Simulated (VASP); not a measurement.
Calculation: r2SCAN meta-GGA, VASP's PBE PAW potentials (set 64) (plane waves; VASP).

Input for VASP

**POSCAR**
```
NaF(110) slab
1.0
  3.2340571546   0.0000000000   0.0000000000
  0.0000000000   4.5736480440   0.0000000000
  0.0000000000   0.0000000000  24.5196067197
Na F
6 6
Direct
  0.0000000000   0.0000000000   0.3351290000
  0.5000000000   0.5000000000   0.4010770000
  0.0000000000   0.0000000000   0.4670260000
  0.5000000000   0.5000000000   0.5329740000
  0.0000000000   0.0000000000   0.5989230000
  0.5000000000   0.5000000000   0.6648710000
  0.5000000000   0.0000000000   0.4010770000
  0.0000000000   0.5000000000   0.3351290000
  0.5000000000   0.0000000000   0.5329740000
  0.0000000000   0.5000000000   0.4670260000
  0.5000000000   0.0000000000   0.6648710000
  0.0000000000   0.5000000000   0.5989230000
```

INCAR:
```
ALGO  =  Normal
DIPOL  =  0.5 0.5 0.5
EDIFF  =  1E-5
EDIFFG  =  -0.03
ENCUT  =  450
IBRION  =  2
IDIPOL  =  3
ISIF  =  2
ISMEAR  =  0
LASPH  =  .True.
LCHARG  =  .False.
LDIPOL  =  .True.
LMIXTAU  =  .True.
LREAL  =  .False.
LWAVE  =  .True.
METAGGA  =  R2SCAN
NELM  =  100
NELMIN  =  4
NSW  =  50
PREC  =  Normal
SIGMA  =  0.05
SYSTEM  =  NaF(110) slab
```

File KPOINTS:
```
Automatic
0
G
  6 5 1
```

POTCAR, in this order: Na_pv F (PBE.64 set). Program: vasp_std.

The run wrote:

OSZICAR:
```
...
DAV:  40    -0.742032258579E+02   -0.12305E-02   -0.25120E-04  1208   0.123E-01    0.502E-02
DAV:  41    -0.742046474160E+02   -0.14216E-02   -0.14481E-03  1444   0.330E-01    0.485E-02
DAV:  42    -0.742058743241E+02   -0.12269E-02   -0.15265E-04  1384   0.102E-01    0.510E-02
DAV:  43    -0.742074061080E+02   -0.15318E-02   -0.28796E-05   840   0.441E-02    0.508E-02
DAV:  44    -0.742077505891E+02   -0.34448E-03   -0.12622E-05   804   0.359E-02    0.507E-02
DAV:  45    -0.742159432188E+02   -0.81926E-02   -0.32647E-03  1200   0.452E-01    0.600E-02
DAV:  46    -0.742160770283E+02   -0.13381E-03   -0.74686E-05  1252   0.614E-02    0.614E-02
DAV:  47    -0.742159777502E+02    0.99278E-04   -0.83045E-06   740   0.347E-02    0.634E-02
DAV:  48    -0.742150538362E+02    0.92391E-03   -0.43098E-05  1100   0.548E-02    0.614E-02
DAV:  49    -0.742150065596E+02    0.47277E-04   -0.35097E-06   740   0.144E-02    0.606E-02
DAV:  50    -0.742155365728E+02   -0.53001E-03   -0.16224E-05   820   0.286E-02    0.648E-02
DAV:  51    -0.742150343726E+02    0.50220E-03   -0.36621E-04  1476   0.199E-01    0.751E-02
DAV:  52    -0.742142059581E+02    0.82841E-03   -0.26117E-03  1200   0.348E-01    0.992E-02
DAV:  53    -0.742145738655E+02   -0.36791E-03   -0.15996E-04  1240   0.933E-02    0.907E-02
DAV:  54    -0.742147096714E+02   -0.13581E-03   -0.20540E-04  1032   0.135E-01    0.596E-02
DAV:  55    -0.742148586008E+02   -0.14893E-03   -0.37790E-04  1504   0.145E-01    0.419E-02
DAV:  56    -0.742154422023E+02   -0.58360E-03   -0.66930E-04  1200   0.165E-01    0.383E-02
DAV:  57    -0.742153399463E+02    0.10226E-03   -0.50843E-05  1112   0.567E-02    0.386E-02
DAV:  58    -0.742155455372E+02   -0.20559E-03   -0.10255E-05   824   0.292E-02    0.387E-02
DAV:  59    -0.742155010149E+02    0.44522E-04   -0.42495E-05   936   0.488E-02    0.391E-02
DAV:  60    -0.742154921680E+02    0.88469E-05   -0.48465E-05   912   0.711E-02
   1 F= -.74215492E+02 E0= -.74215492E+02  d E =-.742155E+02
       N       E                     dE             d eps       ncg     rms          rms(c)
DAV:   1    -0.742197344223E+02   -0.42334E-02   -0.62053E+00  1206   0.133E+01    0.339E-01
DAV:   2    -0.742298766538E+02   -0.10142E-01   -0.17097E-01  1200   0.237E+00    0.136E-01
DAV:   3    -0.742360992875E+02   -0.62226E-02   -0.74449E-03  1212   0.585E-01    0.116E-01
DAV:   4    -0.742335857640E+02    0.25135E-02   -0.38886E-03  1202   0.400E-01    0.402E-02
DAV:   5    -0.742374605191E+02   -0.38748E-02   -0.20239E-03  1280   0.341E-01    0.180E-02
DAV:   6    -0.742378160856E+02   -0.35557E-03   -0.55370E-04  1200   0.156E-01    0.134E-02
DAV:   7    -0.742374628054E+02    0.35328E-03   -0.13842E-04  1356   0.103E-01    0.641E-03
DAV:   8    -0.742375484775E+02   -0.85672E-04   -0.41299E-05   948   0.575E-02    0.679E-03
DAV:   9    -0.742375992295E+02   -0.50752E-04   -0.37985E-05   950   0.560E-02    0.356E-03
DAV:  10    -0.742374923006E+02    0.10693E-03   -0.56103E-05   920   0.611E-02    0.317E-03
DAV:  11    -0.742374956244E+02   -0.33238E-05   -0.17242E-05   844   0.363E-02
   2 F= -.74237496E+02 E0= -.74237496E+02  d E =-.220035E-01
       N       E                     dE             d eps       ncg     rms          rms(c)
DAV:   1    -0.741733052041E+02    0.64187E-01   -0.31963E+01  1214   0.303E+01    0.776E-01
DAV:   2    -0.742356418307E+02   -0.62337E-01   -0.94718E-01  1200   0.560E+00    0.328E-01
DAV:   3    -0.742528621173E+02   -0.17220E-01   -0.40737E-02  1230   0.139E+00    0.271E-01
DAV:   4    -0.742499224491E+02    0.29397E-02   -0.16832E-02  1212   0.887E-01    0.110E-01
DAV:   5    -0.742603577647E+02   -0.10435E-01   -0.92240E-03  1328   0.789E-01    0.464E-02
DAV:   6    -0.742625043276E+02   -0.21466E-02   -0.28810E-03  1200   0.348E-01    0.253E-02
DAV:   7    -0.742632475330E+02   -0.74321E-03   -0.27338E-04  1460   0.158E-01    0.125E-02
DAV:   8    -0.742627310041E+02    0.51653E-03   -0.14976E-04  1402   0.107E-01    0.160E-02
DAV:   9    -0.742640275231E+02   -0.12965E-02   -0.35620E-04  1422   0.179E-01    0.113E-02
DAV:  10    -0.742633991734E+02    0.62835E-03   -0.21699E-04  1452   0.121E-01    0.118E-02
DAV:  11    -0.742634631280E+02   -0.63955E-04   -0.55033E-05  1168   0.626E-02    0.565E-03
DAV:  12    -0.742634212008E+02    0.41927E-04   -0.36597E-05   918   0.504E-02    0.412E-03
DAV:  13    -0.742637695285E+02   -0.34833E-03   -0.38084E-05   868   0.528E-02    0.475E-03
DAV:  14    -0.742637915163E+02   -0.21988E-04   -0.16541E-05   824   0.345E-02    0.399E-03
DAV:  15    -0.742634764490E+02    0.31507E-03   -0.20326E-05   938   0.392E-02    0.250E-03
DAV:  16    -0.742633742230E+02    0.10223E-03   -0.91955E-06   776   0.272E-02    0.113E-03
DAV:  17    -0.742633833718E+02   -0.91488E-05   -0.18605E-06   754   0.128E-02
   3 F= -.74263383E+02 E0= -.74263383E+02  d E =-.478912E-01
       N       E                     dE             d eps       ncg     rms          rms(c)
DAV:   1    -0.742626770098E+02    0.69721E-03   -0.26776E-01  1210   0.275E+00    0.689E-02
DAV:   2    -0.742626944677E+02   -0.17458E-04   -0.71356E-03  1204   0.487E-01    0.278E-02
DAV:   3    -0.742634757354E+02   -0.78127E-03   -0.40591E-04  1204   0.139E-01    0.240E-02
DAV:   4    -0.742630372850E+02    0.43845E-03   -0.23052E-04  1204   0.104E-01    0.818E-03
DAV:   5    -0.742636723609E+02   -0.63508E-03   -0.15381E-04  1204   0.974E-02    0.362E-03
DAV:   6    -0.742633082723E+02    0.36409E-03   -0.41895E-05   924   0.520E-02    0.282E-03
DAV:   7    -0.742634866212E+02   -0.17835E-03   -0.11310E-05   772   0.269E-02    0.173E-03
DAV:   8    -0.742634570805E+02    0.29541E-04   -0.78784E-06   780   0.254E-02    0.124E-03
DAV:   9    -0.742635001184E+02   -0.43038E-04   -0.32320E-06   724   0.169E-02    0.127E-03
DAV:  10    -0.742635184812E+02   -0.18363E-04   -0.16818E-06   724   0.129E-02    0.951E-04
DAV:  11    -0.742635741196E+02   -0.55638E-04   -0.68817E-06   776   0.245E-02    0.969E-04
DAV:  12    -0.742635706873E+02    0.34322E-05   -0.21693E-06   726   0.124E-02
   4 F= -.74263571E+02 E0= -.74263571E+02  d E =-.480785E-01
       N       E                     dE             d eps       ncg     rms          rms(c)
DAV:   1    -0.742634940044E+02    0.80115E-04   -0.40068E-02  1212   0.106E+00    0.270E-02
DAV:   2    -0.742632816259E+02    0.21238E-03   -0.11415E-03  1200   0.203E-01    0.104E-02
DAV:   3    -0.742636229325E+02   -0.34131E-03   -0.14328E-04  1192   0.781E-02    0.908E-03
DAV:   4    -0.742635751943E+02    0.47738E-04   -0.40257E-05  1032   0.448E-02    0.314E-03
DAV:   5    -0.742635805210E+02   -0.53267E-05   -0.27570E-05   912   0.394E-02
   5 F= -.74263581E+02 E0= -.74263581E+02  d E =-.480884E-01
       N       E                     dE             d eps       ncg     rms          rms(c)
DAV:   1    -0.742633515234E+02    0.22367E-03   -0.49974E-01  1210   0.357E+00    0.113E-01
DAV:   2    -0.742620842529E+02    0.12673E-02   -0.17183E-02  1250   0.677E-01    0.430E-02
DAV:   3    -0.742645575594E+02   -0.24733E-02   -0.11328E-03  1208   0.208E-01    0.413E-02
DAV:   4    -0.742624899612E+02    0.20676E-02   -0.80931E-04  1204   0.170E-01    0.121E-02
DAV:   5    -0.742639682150E+02   -0.14783E-02   -0.36611E-04  1220   0.124E-01    0.582E-03
DAV:   6    -0.742639366221E+02    0.31593E-04   -0.74446E-05  1144   0.752E-02    0.590E-03
DAV:   7    -0.742644315902E+02   -0.49497E-03   -0.15948E-04  1224   0.102E-01    0.351E-03
DAV:   8    -0.742641315920E+02    0.30000E-03   -0.68316E-05  1152   0.615E-02    0.373E-03
DAV:   9    -0.742640882774E+02    0.43315E-04   -0.72813E-06   776   0.235E-02    0.263E-03
DAV:  10    -0.742640557480E+02    0.32529E-04   -0.14032E-05   814   0.431E-02    0.214E-03
DAV:  11    -0.742641351229E+02   -0.79375E-04   -0.94149E-06   780   0.238E-02    0.152E-03
DAV:  12    -0.742641229812E+02    0.12142E-04   -0.51757E-06   776   0.165E-02    0.118E-03
DAV:  13    -0.742641321514E+02   -0.91702E-05   -0.79554E-06   772   0.219E-02
   6 F= -.74264132E+02 E0= -.74264132E+02  d E =-.551630E-03
```

### OUTCAR
```
------------------------ aborting loop because EDIFF is reached ----------------------------------------
  FORCE on cell =-STRESS in cart. coord.  units (eV):
  Direction    XX          YY          ZZ          XY          YZ          ZX
  --------------------------------------------------------------------------------------
  Total        0.5834415     -5.2378046     -1.9028856      0.0000000      0.0000000      0.0000000
  in kB        2.5774128    -23.1385393     -8.4061925      0.0000000      0.0000000      0.0000000
  external PRESSURE =      -9.6557730 kB  Pullay stress =       0.0000000 kB
  volume of cell :      362.68
      direct lattice vectors                 reciprocal lattice vectors
     3.234057155  0.000000000  0.000000000     0.309209130  0.000000000  0.000000000
     0.000000000  4.573648044  0.000000000     0.000000000  0.218643846  0.000000000
     0.000000000  0.000000000 24.519606720     0.000000000  0.000000000  0.040783688
 POSITION                                       TOTAL-FORCE (eV/Angst)
 -----------------------------------------------------------------------------------
      0.00000      0.00000      8.27150         0.000000      0.000000      0.004865
      1.61703      2.28682      9.78982         0.000000      0.000000      0.001846
      0.00000      0.00000     11.45138         0.000000      0.000000      0.002847
      1.61703      2.28682     13.06823         0.000000      0.000000     -0.002847
      0.00000      0.00000     14.72978         0.000000      0.000000     -0.001846
      1.61703      2.28682     16.24811         0.000000      0.000000     -0.004865
      1.61703      0.00000      9.79608         0.000000      0.000000      0.002148
      0.00000      2.28682      8.24288         0.000000      0.000000      0.023575
      1.61703      0.00000     13.06090         0.000000      0.000000      0.022837
      0.00000      2.28682     11.45870         0.000000      0.000000     -0.022837
      1.61703      0.00000     16.27673         0.000000      0.000000     -0.023575
      0.00000      2.28682     14.72353         0.000000      0.000000     -0.002148
 -----------------------------------------------------------------------------------
    total drift:                                0.000000      0.000000      0.000000
  FREE ENERGIE OF THE ION-ELECTRON SYSTEM (eV)
  ---------------------------------------------------
  free  energy   TOTEN  =       -74.2641321514 eV

  energy  without entropy=      -74.2641321514  energy(sigma->0) =      -74.26413215

 reached required accuracy - stopping structural energy minimisation
```
(Selected blocks of OUTCAR.)

**CONTCAR**
```
NaF(110) slab
   1.00000000000000
     3.2340571545999999    0.0000000000000000    0.0000000000000000
     0.0000000000000000    4.5736480439999996    0.0000000000000000
     0.0000000000000000    0.0000000000000000   24.5196067197000005
  Na              F
     6     6
Direct
     0.0000000000000000    0.0000000000000000    0.3373423421590168
     0.5000000000000000    0.5000000000000000    0.3992651222335520
     0.0000000000000000    0.0000000000000000    0.4670293476935451
     0.5000000000000000    0.5000000000000000    0.5329706523064549
     0.0000000000000000    0.0000000000000000    0.6007348777664479
     0.5000000000000000    0.5000000000000000    0.6626576578409833
     0.5000000000000000    0.0000000000000000    0.3995203213820615
     0.0000000000000000    0.5000000000000000    0.3361751134533973
     0.5000000000000000    0.0000000000000000    0.5326718621529209
     0.0000000000000000    0.5000000000000000    0.4673281378470789
     0.5000000000000000    0.0000000000000000    0.6638248865466025
     0.0000000000000000    0.5000000000000000    0.6004796786179385
```

At this cut-off the stress carries a Pulay error, which pulls relaxed volumes low.

The cell is a thin slab with vacuum, built from NaF (rock salt): (110) face.
